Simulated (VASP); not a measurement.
All values below come from r2SCAN meta-GGA, VASP's PBE PAW potentials (set 64) (plane waves; VASP).

VASP ran on this input.

### KPOINTS
```
kpoints
0
G
 8 8 6
```

INCAR:
```
# general
SYSTEM =HfO2
PREC   =Accurate
ENCUT  =520
LREAL  =.FALSE.
LASPH  =.TRUE.
NBANDS =78

# electronic loop
EDIFF  =1E-7
NELM   =100
ALGO   =Normal
LMAXMIX=6
LMIXTAU=.TRUE.

# smearing
ISMEAR =0
SIGMA  =0.01

# functional
METAGGA=R2SCAN

# output
LWAVE  =.FALSE.
LCHARG =.FALSE.
NEDOS  =1001

# other
LOPTICS=.TRUE.
LPEAD  =.TRUE.
CSHIFT =0.1
```

File POSCAR:
```
HfO2
1
    3.5612456429     0.0000000000    -0.0000000000
    0.0000000000     3.5612456429     0.0000000000
    0.0000000000     0.0000000000     5.1707687153
Hf O
2 4
Direct
  0.0000000000   0.0000000000   0.0000000000
  0.5000000000   0.5000000000   0.5000000000
  0.0000000000   0.5000000000   0.1970564410
  0.0000000000   0.5000000000   0.6970564410
  0.5000000000   1.0000000000   0.3029435590
  0.5000000000   1.0000000000   0.8029435590
```

POTCAR, in this order: Hf_pv O (PBE.64 set). Program: vasp_std.

Output of the run:

### OSZICAR
```
       N       E                     dE             d eps       ncg     rms          rms(c)
DAV:   1     0.173687147048E+03    0.17369E+03   -0.19717E+04  9360   0.579E+02
DAV:   2    -0.147720641123E+03   -0.32141E+03   -0.30172E+03 10788   0.211E+02
DAV:   3    -0.161022527211E+03   -0.13302E+02   -0.13171E+02 11040   0.361E+01
DAV:   4    -0.161065897603E+03   -0.43370E-01   -0.43364E-01 10688   0.200E+00
DAV:   5    -0.161066006635E+03   -0.10903E-03   -0.10903E-03 10614   0.989E-02    0.826E+01
DAV:   6    -0.140107221660E+03    0.20959E+02   -0.45590E+00 10300   0.126E+01    0.635E+01
DAV:   7    -0.137575555677E+03    0.25317E+01   -0.21554E+00 10578   0.589E+00    0.243E+01
DAV:   8    -0.142350533615E+03   -0.47750E+01   -0.11328E+00  9708   0.450E+00    0.463E+00
DAV:   9    -0.136107550100E+03    0.62430E+01   -0.44092E-01  9600   0.307E+00    0.304E+00
DAV:  10    -0.137159172432E+03   -0.10516E+01   -0.28487E-01  9624   0.216E+00    0.165E+00
DAV:  11    -0.137240926347E+03   -0.81754E-01   -0.99544E-03 10542   0.423E-01    0.804E-01
DAV:  12    -0.137262927117E+03   -0.22001E-01   -0.20075E-03 10420   0.178E-01    0.173E-01
DAV:  13    -0.137291407086E+03   -0.28480E-01   -0.90366E-03  9738   0.399E-01    0.170E-01
DAV:  14    -0.137303885887E+03   -0.12479E-01   -0.58423E-03 10238   0.310E-01    0.597E-02
DAV:  15    -0.137304291586E+03   -0.40570E-03   -0.12086E-04 10074   0.396E-02    0.402E-02
DAV:  16    -0.137305421212E+03   -0.11296E-02   -0.33603E-04  9796   0.759E-02    0.165E-02
DAV:  17    -0.137305419412E+03    0.18001E-05   -0.40175E-05 10008   0.224E-02    0.212E-02
DAV:  18    -0.137305411987E+03    0.74249E-05   -0.54411E-06 10230   0.883E-03    0.285E-02
DAV:  19    -0.137305430941E+03   -0.18954E-04   -0.47571E-06 10054   0.907E-03    0.261E-02
DAV:  20    -0.137305445806E+03   -0.14865E-04   -0.30345E-06  9942   0.712E-03    0.431E-03
DAV:  21    -0.137305446126E+03   -0.32048E-06   -0.13230E-07 10826   0.154E-03    0.189E-03
DAV:  22    -0.137305446194E+03   -0.67610E-07   -0.19195E-08  8544   0.569E-04
   1 F= -.13730545E+03 E0= -.13730545E+03  d E =-.275291E-46
 imaginary and real dielectric function
```

OUTCAR:
```
------------------------ aborting loop because EDIFF is reached ----------------------------------------
  FORCE on cell =-STRESS in cart. coord.  units (eV):
  Direction    XX          YY          ZZ          XY          YZ          ZX
  --------------------------------------------------------------------------------------
  Total       -0.0128334     -0.0128334      0.0449242      0.0000000      0.0000000      0.0000000
  in kB       -0.3135400     -0.3135400      1.0975686      0.0000000      0.0000000      0.0000000
  external PRESSURE =       0.1568295 kB  Pullay stress =       0.0000000 kB
  volume of cell :       65.58
      direct lattice vectors                 reciprocal lattice vectors
     3.561245643  0.000000000  0.000000000     0.280800624  0.000000000  0.000000000
     0.000000000  3.561245643  0.000000000     0.000000000  0.280800624  0.000000000
     0.000000000  0.000000000  5.170768715     0.000000000  0.000000000  0.193394842
 POSITION                                       TOTAL-FORCE (eV/Angst)
 -----------------------------------------------------------------------------------
      0.00000      0.00000      0.00000         0.000000     -0.000000      0.000000
      1.78062      1.78062      2.58538        -0.000000     -0.000000      0.000000
      0.00000      1.78062      1.01893         0.000000     -0.000000     -0.003245
      0.00000      1.78062      3.60432         0.000000      0.000000     -0.003245
      1.78062      0.00000      1.56645         0.000000     -0.000000      0.003245
      1.78062      0.00000      4.15184         0.000000     -0.000000      0.003245
 -----------------------------------------------------------------------------------
    total drift:                                0.000000      0.000000      0.000000
  FREE ENERGIE OF THE ION-ELECTRON SYSTEM (eV)
  ---------------------------------------------------
  free  energy   TOTEN  =      -137.3054461937 eV

  energy  without entropy=     -137.3054461937  energy(sigma->0) =     -137.30544619

 plasma frequency squared (from intraband transitions) (eV^2)
  --------------------------------------------------------------------------------------
       0.000       0.000       0.000
       0.000       0.000       0.000
       0.000       0.000       0.000

 plasma frequency squared (from interband transitions, int dw w eps(2)(w)) (eV^2)
  --------------------------------------------------------------------------------------
     898.654       0.000       0.000      -0.000      -0.000       0.000
       0.000       0.000     898.654       0.000       0.000      -0.000
      -0.000      -0.000       0.000       0.000     896.725       0.000
```
(Selected blocks of OUTCAR.)

File OUTCAR:
```
 val. band max:        3.1085273306   @ k =   0.0000   0.0000   0.5000

 cond. band min:       8.4001848738   @ k =   0.0000   0.0000   0.0000


 Fermi energy:         3.2069010088

 k-point     1 :       0.0000    0.0000    0.0000
  band No.  band energies     occupation
      1     -27.1885      2.00000
      2     -26.7900      2.00000
      3     -26.7900      2.00000
      4     -26.7445      2.00000
      5     -26.6805      2.00000
      6     -26.6805      2.00000
      7     -15.9353      2.00000
      8     -14.3357      2.00000
      9     -13.9703      2.00000
     10     -13.3773      2.00000
     11      -2.2571      2.00000
     12      -1.7227      2.00000
     13      -1.5283      2.00000
     14      -1.5283      2.00000
     15       0.3893      2.00000
     16       0.3893      2.00000
     17       1.7745      2.00000
     18       1.7745      2.00000
     19       2.4441      2.00000
     20       2.9806      2.00000
     21       3.0279      2.00000
     22       3.0279      2.00000
     23       8.4002      0.00000
     24       8.4085      0.00000
     25       9.6557      0.00000
     26       9.8531      0.00000
     27      10.3508      0.00000
     28      11.3143      0.00000
     29      12.7832      0.00000
     30      12.7832      0.00000
     31      14.6413      0.00000
     32      14.6413      0.00000
     33      15.1455      0.00000
     34      16.7261      0.00000
     35      16.7316      0.00000
     36      17.8003      0.00000
     37      17.8412      0.00000
     38      18.8227      0.00000
     39      19.6422      0.00000
     40      19.6422      0.00000
     41      19.9799      0.00000
     42      22.0878      0.00000
     43      22.0878      0.00000
     44      23.2100      0.00000
     45      25.1182      0.00000
     46      26.8049      0.00000
     47      29.6678      0.00000
     48      30.0786      0.00000
     49      30.0786      0.00000
     50      30.1655      0.00000
     51      31.8149      0.00000
...
```

Unless said otherwise, spin-orbit coupling is left out, though it shifts the bands of the heavy elements here.

The structure was generated: HfO2 was put into the tetragonal-ZrO2 type (P4_2/nmc), which need not be its known phase. It was relaxed first.
